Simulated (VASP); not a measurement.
```xyz
4
Lattice="3.5526 0.0000 0.0000 0.0000 3.5526 0.0000 0.0000 0.0000 3.5526" Properties=species:S:1:pos:R:3 pbc="T T T"
Al     0.0000     0.0000     0.0000
Ni     0.0000     1.7763     1.7763
Ni     1.7763     0.0000     1.7763
Ni     1.7763     1.7763     0.0000
```
Starting moments (μB, in the order of the record's atoms Al Ni Ni Ni): 0.0 0.2 0.2 0.2.

Calculation: AM05 GGA, VASP's PBE PAW potentials (set 64) (plane waves; VASP). Settings: 520 eV cut-off, 9×9×9 Γ-centred mesh, first-order Methfessel-Paxton smearing of 0.10 eV, potentials Al Ni.

The job: Ni3Al (L1_2), 4 atoms, AM05, static run, 520 eV, 9×9×9 Γ-centred mesh. Roughly how much core time does it take on a busy server core?

About 80 core-seconds (one run on a shared machine, a rough figure). It had 35 irreducible k-points, 20 bands, up to 1224 plane waves and 30 electronic steps.

The compound is Ni3Al in the L1_2 structure. This cell is one point of a volume scan, at 1.03 of the reference volume.
